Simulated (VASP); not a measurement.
Output of a VASP run:

### OSZICAR
```
...
DAV:   1    -0.935785083940E+01   -0.14471E+00   -0.16814E+00   639   0.688E+00    0.208E+00
DAV:   2    -0.932945670304E+01    0.28394E-01   -0.65259E-02   679   0.161E+00    0.855E-01
DAV:   3    -0.931816211868E+01    0.11295E-01   -0.84536E-03   659   0.516E-01    0.321E-01
DAV:   4    -0.931253729536E+01    0.56248E-02   -0.10273E-02   639   0.495E-01    0.578E-01
DAV:   5    -0.931247676002E+01    0.60535E-04   -0.42727E-04   765   0.131E-01    0.230E-01
DAV:   6    -0.931248080610E+01   -0.40461E-05   -0.15160E-05   802   0.253E-02    0.421E-02
DAV:   7    -0.931248230908E+01   -0.15030E-05   -0.39566E-07   327   0.448E-03    0.230E-02
DAV:   8    -0.931248336511E+01   -0.10560E-05   -0.68035E-08   312   0.220E-03    0.507E-04
DAV:   9    -0.931248334889E+01    0.16218E-07   -0.12934E-08   312   0.928E-04
   6 F= -.63854689E+01 E0= -.63850689E+01  d E =0.126409E-01
       N       E                     dE             d eps       ncg     rms          rms(c)
DAV:   1    -0.927686764434E+01    0.35616E-01   -0.72754E-01   634   0.459E+00    0.131E+00
DAV:   2    -0.926462322565E+01    0.12244E-01   -0.26671E-02   684   0.104E+00    0.507E-01
DAV:   3    -0.925963697819E+01    0.49862E-02   -0.40448E-03   644   0.348E-01    0.195E-01
DAV:   4    -0.925762207766E+01    0.20149E-02   -0.35065E-03   649   0.291E-01    0.354E-01
DAV:   5    -0.925757933035E+01    0.42747E-04   -0.20554E-04   833   0.869E-02    0.104E-01
DAV:   6    -0.925757787138E+01    0.14590E-05   -0.30629E-06   667   0.128E-02    0.203E-02
DAV:   7    -0.925757691777E+01    0.95362E-06   -0.98146E-08   312   0.249E-03
   7 F= -.64035568E+01 E0= -.64031451E+01  d E =-.544706E-02
       N       E                     dE             d eps       ncg     rms          rms(c)
DAV:   1    -0.925679479735E+01    0.78307E-03   -0.85287E-05   634   0.495E-02    0.136E-02
DAV:   2    -0.925679363835E+01    0.11590E-05   -0.31497E-06   634   0.113E-02    0.624E-03
DAV:   3    -0.925679337507E+01    0.26328E-06   -0.37949E-07   312   0.359E-03
   8 F= -.64035561E+01 E0= -.64031442E+01  d E =-.544637E-02
       N       E                     dE             d eps       ncg     rms          rms(c)
DAV:   1    -0.925255149336E+01    0.42421E-02   -0.20272E-02   624   0.795E-01    0.107E-01
DAV:   2    -0.925251585423E+01    0.35639E-04   -0.81642E-04   699   0.184E-01    0.395E-02
DAV:   3    -0.925246671325E+01    0.49141E-04   -0.65384E-05   674   0.467E-02    0.253E-02
DAV:   4    -0.925246021393E+01    0.64993E-05   -0.94011E-06   694   0.170E-02    0.307E-02
DAV:   5    -0.925245854327E+01    0.16707E-05   -0.18412E-06   317   0.100E-02    0.324E-02
DAV:   6    -0.925245850386E+01    0.39415E-07   -0.17416E-06   317   0.808E-03
   9 F= -.64039259E+01 E0= -.64035189E+01  d E =-.369794E-03
       N       E                     dE             d eps       ncg     rms          rms(c)
DAV:   1    -0.924523232762E+01    0.72262E-02   -0.54701E-02   624   0.131E+00    0.176E-01
DAV:   2    -0.924513750996E+01    0.94818E-04   -0.21903E-03   699   0.301E-01    0.671E-02
DAV:   3    -0.924500370904E+01    0.13380E-03   -0.17987E-04   674   0.773E-02    0.395E-02
DAV:   4    -0.924498668118E+01    0.17028E-04   -0.24840E-05   694   0.277E-02    0.492E-02
DAV:   5    -0.924498360720E+01    0.30740E-05   -0.49732E-06   649   0.156E-02    0.462E-02
DAV:   6    -0.924498265044E+01    0.95676E-06   -0.46744E-06   624   0.121E-02
  10 F= -.64041802E+01 E0= -.64037684E+01  d E =-.624084E-03
```

**OUTCAR**
```
------------------------ aborting loop because EDIFF is reached ----------------------------------------
  FORCE on cell =-STRESS in cart. coord.  units (eV):
  Direction    XX          YY          ZZ          XY          YZ          ZX
  --------------------------------------------------------------------------------------
  Total        2.8550751      2.8550743      2.8302284      0.0000000      0.0000000     -0.0000000
  in kB       50.2512081     50.2511933     49.8138894      0.0000000      0.0000000     -0.0000000
  external PRESSURE =       0.1054303 kB  Pullay stress =      50.0000000 kB
  volume of cell :       91.03
      direct lattice vectors                 reciprocal lattice vectors
     2.092984724 -3.625155348  0.000000000     0.238893287 -0.137925124  0.000000000
     2.092984724  3.625155348 -0.000000000     0.238893287  0.137925124 -0.000000000
     0.000000000  0.000000000  5.998724751     0.000000000  0.000000000  0.166702098
 POSITION                                       TOTAL-FORCE (eV/Angst)
 -----------------------------------------------------------------------------------
      2.70305     -2.56850      3.99915         0.004961      0.008593     -0.000000
      2.96584      0.00000     -0.00000        -0.009923     -0.000000      0.000000
      2.70305      2.56850      1.99957         0.004961     -0.008593      0.000000
 -----------------------------------------------------------------------------------
    total drift:                               -0.000195     -0.000390      0.000016
  FREE ENERGIE OF THE ION-ELECTRON SYSTEM (eV)
  ---------------------------------------------------
  free  energy   TOTEN  =        -9.2449826504 eV

  energy  without entropy=       -9.2441589570  energy(sigma->0) =       -9.24457080
  enthalpy is  TOTEN    =        -6.4041802051 eV   P V=        2.8408024453

 reached required accuracy - stopping structural energy minimisation
```
(Selected blocks of OUTCAR.)

### POSCAR
```
Te
1
    2.2671593274    -3.9268348283     0.0000000000
    2.2671593274     3.9268348283     0.0000000000
    0.0000000000     0.0000000000     5.9565982765
Te
3
Direct
  0.0000000000   0.2663042007   0.6666670000
  0.7336957993   0.7336957993   0.0000000000
  0.2663042007   0.0000000000   0.3333330000
```

Question: Reconstruct the remaining input files.

Answer: One answer among several that fit: the input of the run itself, PBE GGA, plane waves, VASP's PBE PAW potentials (set 64).

File KPOINTS:
```
K-points
0
Gamma
 6 6 4
```

### INCAR
```
ALGO=Normal
EDIFF=1E-6
EDIFFG=-0.02
ENCUT=500
GGA=PE
IBRION=2
ISIF=3
ISMEAR=0
LASPH=.TRUE.
LCHARG=.FALSE.
LMAXMIX=4
LREAL=.FALSE.
LWAVE=.FALSE.
NELM=100
NSW=40
PREC=Accurate
PSTRESS=50
SIGMA=0.05
SYSTEM=Te
```

POTCAR, in this order: Te (PBE.64 set). Program: vasp_std.

Energy and stress use the plane-wave basis of the starting cell.

The compound is Te in the trig structure. This run relaxes it under an external pressure of 5 GPa. Symmetry was kept, so distortions that lower it aren't found.
